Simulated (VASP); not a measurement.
# ZnCd2SeS2 (Imm2) in VASP: phonons with PBE

Aim: the phonons of ZnCd2SeS2 with PBE.

All numbers are computed with VASP 6.6.1; they aren't measurements. Logs are shortened: lines on timing, memory, paths and dates and some standing lists are left out, and cuts for length are marked.

### Step 1. The structure

Symmetry: Imm2, No. 44, orthorhombic system. The conventional cell has a = 4.142 Å, b = 12.374 Å, c = 5.899 Å, α = 90.00°, β = 90.00°, γ = 90.00°. Zn (site symmetry mm2) has 2 S at 2.36 Å and 2 Se at 2.50 Å as nearest neighbours. Cd (site symmetry m) has 3 S at 2.57 Å and 1 Se at 2.68 Å as nearest neighbours. Around Se (site symmetry mm2) lie 2 Zn at 2.50 Å and 2 Cd at 2.68 Å. S (site symmetry m) is surrounded by 1 Zn at 2.36 Å and 3 Cd at 2.57 Å.

The cell was built by a generator and needn't be a form met in nature.

### Step 2. Phonons, PBE

Contents of POSCAR:

```
ZnCd2SeS2
1.0
   -2.0709000000      6.1867700000      2.9496600000
    2.0709000000     -6.1867700000      2.9496600000
    2.0709000000      6.1867700000     -2.9496600000
Zn Cd Se S
1 2 1 2
Direct
    0.9844950000      0.9844950000      0.0000000000
    0.3388870000      0.0072890000      0.3315980000
    0.6756910000      0.0072890000      0.6684020000
    0.2224050000      0.7224050000      0.5000000000
    0.6051520000      0.7642610000      0.8408910000
    0.9233700000      0.7642610000      0.1591090000
```

Contents of INCAR.step1:

```
ALGO     = Normal         # electronic algorithm
EDIFF    = 1E-8           # SCF threshold, eV
EDIFFG   = -0.002         # ionic threshold
ENCUT    = 520            # plane-wave cutoff, eV
GGA      = PE             # functional
IBRION   = 2              # ionic algorithm
ISIF     = 3              # what is computed and relaxed
ISMEAR   = 0              # smearing method
KPAR     = 8            
LASPH    = T              # aspherical terms in the spheres
LCHARG   = F              # write CHGCAR
LREAL    = F              # projectors in reciprocal space
LWAVE    = F              # write WAVECAR
NELM     = 60             # most SCF steps
NSW      = 40             # ionic steps
PREC     = Accurate       # precision mode
SIGMA    = 0.03           # smearing width, eV
```

Contents of INCAR.step2:

```
ALGO     = Normal         # electronic algorithm
EDIFF    = 1E-8           # SCF threshold, eV
ENCUT    = 520            # plane-wave cutoff, eV
GGA      = PE             # functional
IBRION   = 6              # ionic algorithm
ISIF     = 2              # what is computed and relaxed
ISMEAR   = 0              # smearing method
KPAR     = 8            
LASPH    = T              # aspherical terms in the spheres
LCHARG   = F              # write CHGCAR
LREAL    = F              # projectors in reciprocal space
LWAVE    = F              # write WAVECAR
NELM     = 60             # most SCF steps
NFREE    = 2            
NSW      = 1              # ionic steps
POTIM    = 0.015          # step
PREC     = Accurate       # precision mode
SIGMA    = 0.03           # smearing width, eV
```

Contents of KPOINTS:

```
k-points
0
Gamma
  7 7 7
```

Potentials or basis: VASP PAW PBE potentials, release 64 (Zn, Cd, Se, S).

The run is started by

```sh
> cat potpaw_PBE.64/Zn/POTCAR potpaw_PBE.64/Cd/POTCAR potpaw_PBE.64/Se/POTCAR potpaw_PBE.64/S/POTCAR > POTCAR
> cp INCAR.step1 INCAR
> mpirun -np 8 vasp_std > vasp.out
> cp CONTCAR POSCAR
> cp INCAR.step2 INCAR
> mpirun -np 8 vasp_std > vasp.out
```

OUTCAR:

```text
EDIFF = 1E-8
   ENCUT = 520
   GGA = PE
   IBRION = 6
   ISIF = 2
   ISMEAR = 0
   LASPH = T
   LREAL = F
   NELM = 60
   NFREE = 2
   NSW = 1
   POTIM = 0.015
   PREC = Accurate

 ion  position               nearest neighbor table
   1  0.984  0.984  0.000-   5 2.36   6 2.36   4 2.50   4 2.50
   2  0.339  0.007  0.332-   5 2.57   5 2.57   6 2.57   4 2.68
   3  0.676  0.007  0.668-   6 2.57   6 2.57   5 2.57   4 2.68
   4  0.222  0.722  0.500-   1 2.50   1 2.50   3 2.68   2 2.68
   5  0.605  0.764  0.841-   1 2.36   2 2.57   2 2.57   3 2.57
   6  0.923  0.764  0.159-   1 2.36   3 2.57   3 2.57   2 2.57

  LATTYP: Found a body centered orthorhombic cell.
 ALAT       =     4.1449685525
 B/A-ratio  =     1.4226558143
 C/A-ratio  =     2.9856874921

  Lattice vectors:

 A1 = (  -2.0724842762,   6.1877903812,  -2.9484318056)
 A2 = (   2.0724842762,   6.1877903812,   2.9484318056)
 A3 = (   2.0724842762,  -6.1877903812,  -2.9484318056)

Analysis of symmetry for initial positions (statically):
=====================================================================
 Subroutine PRICEL returns:
 Original cell was already a primitive cell.

 Routine SETGRP: Setting up the symmetry group for a
 body centered orthorhombic supercell.

 Subroutine GETGRP returns: Found  4 space group operations
 (whereof  4 operations were pure point group operations)
 out of a pool of  8 trial point group operations.

The static configuration has the point symmetry C_2v.

Analysis of symmetry for dynamics (positions and initial velocities):
=====================================================================
 Subroutine PRICEL returns:
 Original cell was already a primitive cell.

 Routine SETGRP: Setting up the symmetry group for a
 body centered orthorhombic supercell.

 Subroutine GETGRP returns: Found  4 space group operations
 (whereof  4 operations were pure point group operations)
 out of a pool of  8 trial point group operations.

The dynamic configuration has the point symmetry C_2v.

 Subroutine INISYM returns: Found  4 space group operations
 (whereof  4 operations are pure point group operations),
 and found     1 'primitive' translations

----------------------------------------------------------------------------------------

                                     Primitive cell

  volume of cell :     151.2439

  direct lattice vectors                    reciprocal lattice vectors
    -2.072484276  6.187790381  2.948431806     0.000000000  0.080804289  0.169581674
     2.072484276 -6.187790381  2.948431806     0.241256354  0.000000000  0.169581674
     2.072484276  6.187790381 -2.948431806     0.241256354  0.080804289  0.000000000

  length of vectors
     7.160809381  7.160809381  7.160809381     0.187849081  0.294894171  0.254428696

  position of ions in fractional coordinates (direct lattice)
     0.984281394  0.984281394  0.000000000
     0.339269421  0.007456884  0.331812538
     0.675644346  0.007456884  0.668187462
     0.222252418  0.722252418  0.500000000
     0.605120256  0.764276211  0.840844045
     0.923432165  0.764276211  0.159155955

  ion indices of the primitive-cell ions
   primitive index   ion index
                 1           1
                 2           2
                 3           3
                 4           4
                 5           5
                 6           6

[... 91 lines left out ...]
     AMIX_MAG =   1.60;   BMIX_MAG =  1.00
  volume/ion in A,a.u.               =      25.21       170.11
  Fermi-wavevector in a.u.,A,eV,Ry     =   1.161395  2.194719 18.352073  1.348839
  Thomas-Fermi vector in A             =   2.297968
   LORBIT       =      0    0 simple, 1 ext, 2 COOP (PROOUT), +10 PAW based schemes
   GGA     = PE    functional components
   LHFCALC =     F    Hartree Fock is set to
   AEXX    =    0.0000 exact exchange contribution
   IVDW    =     0    specifies the selected vdW correction
   LEPSILON=     F    determine dielectric tensor
   LRPA    =     F    only Hartree local field effects (RPA)
 finite differences with symmetry
 non-spin polarized calculation
 Gauss-broadening in eV      SIGMA  =   0.03
  energy-cutoff  :      520.00
  volume of cell :      151.24
 maximum number of plane-waves:      4095
 NGX is ok and might be reduce to    54
   NGX = 27   NGY = 27   NGZ = 27

--------------------------------------- Ionic step        1  -------------------------------------------

 number of electron      53.9999998 magnetization

 Free energy of the ion-electron system (eV)
  ---------------------------------------------------
  ext. energy  EPLUGINS =         0.00000000
  ---------------------------------------------------
  free energy    TOTEN  =       -18.38918665 eV

  energy without entropy =      -18.38918665  energy(sigma->0) =      -18.38918665

------------------------ aborting loop because EDIFF is reached ----------------------------------------

  FORCE on cell =-STRESS in cart. coord.  units (eV):
  Direction    XX          YY          ZZ          XY          YZ          ZX
  --------------------------------------------------------------------------------------
  -------------------------------------------------------------------------------------
  Total       -0.0059965      0.0023892      0.0027054      0.0000000      0.0000000      0.0000000
  in kB       -0.0635234      0.0253095      0.0286596      0.0000000      0.0000000      0.0000000
  external PRESSURE =      -0.0031848 kB  Pullay stress =       0.0000000 kB
[... 101 lines left out ...]
  FREE ENERGIE OF THE ION-ELECTRON SYSTEM (eV)
  ---------------------------------------------------
  free  energy   TOTEN  =       -18.3887135519 eV

  energy  without entropy=      -18.3887135519  energy(sigma->0) =      -18.38871355

[... ionic steps 4 to 22 ...]

--------------------------------------- Ionic step       23  -------------------------------------------

 number of electron      53.9999999 magnetization

------------------------ aborting loop because EDIFF is reached ----------------------------------------
[... 75 lines left out ...]
--------------------------------------- Ionic step       25  -------------------------------------------

 number of electron      53.9999998 magnetization

 Free energy of the ion-electron system (eV)
  ---------------------------------------------------
  ext. energy  EPLUGINS =         0.00000000
  ---------------------------------------------------
  free energy    TOTEN  =       -18.38840798 eV

  energy without entropy =      -18.38840798  energy(sigma->0) =      -18.38840798

 E-fermi :   1.1993     XC(G=0):  -9.0083

 val. band max:        1.0706648983   @ k =   0.0000   0.0000   0.0000
 cond. band min:       2.0908672219   @ k =   0.0000   0.0000   0.0000
 fundamental gap:      1.0202023236
 Fermi energy:         1.1992947034

 k-point     1 :       0.0000    0.0000    0.0000
  band No.  band energies     occupation
      1     -11.3714      2.00000
      2     -10.7407      2.00000
      3     -10.7078      2.00000
      4      -6.6167      2.00000
      5      -6.5755      2.00000
      6      -6.5743      2.00000
[... 829 lines left out ...]
     31       5.5975      0.00000
     32       6.3882      0.00000

 [... further k-points ...]

------------------------ aborting loop because EDIFF is reached ----------------------------------------

  FORCE on cell =-STRESS in cart. coord.  units (eV):
  Direction    XX          YY          ZZ          XY          YZ          ZX
  --------------------------------------------------------------------------------------
  -------------------------------------------------------------------------------------
  Total        0.0737736     -0.0736919      0.0082137      0.0000000     -0.0021753      0.0000000
  in kB        0.7815082     -0.7806428      0.0870106      0.0000000     -0.0230434      0.0000000
  external PRESSURE =       0.0292920 kB  Pullay stress =       0.0000000 kB
[... 21 lines left out ...]
  FREE ENERGIE OF THE ION-ELECTRON SYSTEM (eV)
  ---------------------------------------------------
  free  energy   TOTEN  =       -18.3884079807 eV

  energy  without entropy=      -18.3884079807  energy(sigma->0) =      -18.38840798

 INTERNAL STRAIN TENSORS FROM DISPLACED ATOMS
 ============================================

 INTERNAL STRAIN TENSOR FOR ION    1 for displacements in x,y,z  (eV/Angst):
          X           Y           Z          XY          YZ          ZX
  --------------------------------------------------------------------------------
  x     0.00000     0.00000     0.00000     0.00000     0.00000     3.86920
  y     0.00000     0.00000     0.00000     0.00000    -5.48211     0.00000
  z     3.50382    -5.07621    -0.33952     0.00000     0.00000     0.00000

 INTERNAL STRAIN TENSOR FOR ION    6 for displacements in x,y,z  (eV/Angst):
          X           Y           Z          XY          YZ          ZX
  --------------------------------------------------------------------------------
  x     0.00000     0.00000     0.00000    -0.08759     0.00000    -4.91365
  y     0.12469    -0.38589     0.08651     0.00000     5.25116     0.00000
  z    -5.15373     5.23142    -0.37142     0.00000    -0.13839     0.00000

 Eigenvectors and eigenvalues of the dynamical matrix
 ----------------------------------------------------

   1 f  =    8.646315 THz    54.326398 2PiTHz  288.410016 cm-1    35.758268 meV
             X         Y         Z           dx          dy          dz
      0.000000  0.000000  5.804173     0.000000   -0.000000   -0.234650
     -0.000000  4.106373  0.043972     0.000000    0.068018    0.060795
      0.000000  8.269208  0.043972     0.000000   -0.068018    0.060795
      2.072484  0.000000  1.310592    -0.000000   -0.000000    0.013597
      2.072484  4.218143  1.558401    -0.000000    0.679852    0.043083
     -0.000000  1.969647  4.506833    -0.000000   -0.679852    0.043083
[... 145 lines left out ...]
  18 f/i=    0.008658 THz     0.054400 2PiTHz    0.288800 cm-1     0.035807 meV
             X         Y         Z           dx          dy          dz
      0.000000  0.000000  5.804173     0.000000   -0.390576   -0.000000
     -0.000000  4.106373  0.043972     0.000000   -0.508464   -0.000384
      0.000000  8.269208  0.043972     0.000000   -0.508464    0.000384
      2.072484  0.000000  1.310592     0.000000   -0.426534   -0.000000
      2.072484  4.218143  1.558401     0.000000   -0.272441   -0.000346
     -0.000000  1.969647  4.506833     0.000000   -0.272441    0.000346

 ELASTIC MODULI CONTR FROM IONIC RELAXATION (kBar)
 Direction    XX          YY          ZZ          XY          YZ          ZX
 --------------------------------------------------------------------------------
 XX        -177.9958    180.9094      1.3407      0.0000     -0.0000      0.0000
 YY         180.9094   -188.7531     -2.5561     -0.0000      0.0000     -0.0000
 ZZ           1.3407     -2.5561     -2.0724      0.0000      0.0000      0.0000
 XY           0.0000     -0.0000      0.0000     -0.9247      0.0000     -0.0000
 YZ          -0.0000      0.0000     -0.0000      0.0000   -184.8134      0.0000
 ZX           0.0000     -0.0000      0.0000     -0.0000      0.0000   -184.4687
 --------------------------------------------------------------------------------
```

Run time: 54 min. Hardware: 8 MPI ranks of Intel Xeon Platinum 8488C (Sapphire Rapids), shared host; peak memory 1.4 GiB.

What came out:

```yaml
Relaxed_volume: 25.21 Å³/atom
Relaxed_cell: a = 7.161 Å, b = 7.161 Å, c = 7.161 Å, α = 146.35°, β = 60.44°, γ = 131.37°
Space_group_after_relaxing_to_0.05_Å: Imm2 (No. 44)
Highest_phonon_frequency_at_Γ_LO-TO_splitting_left_out: 288 cm⁻¹
```

Final structure:
```
Zn Cd Se S
1.0
    -2.07248    6.18779    2.94843
     2.07248   -6.18779    2.94843
     2.07248    6.18779   -2.94843
Zn Cd Se S
1 2 1 2
Cartesian
  0.0000 0.0000 5.8042
  0.0000 4.1064 0.0440
  0.0000 8.2692 0.0440
  2.0725 0.0000 1.3106
  2.0725 4.2181 1.5584
  0.0000 1.9696 4.5068
```

Phonon frequencies in cm⁻¹ (negative: imaginary):
| q point | frequencies |
| --- | --- |
| (0.000, 0.000, 0.000) | 0 0 0 53 60 76 79 141 143 175 180 183 232 242 245 247 284 288 |
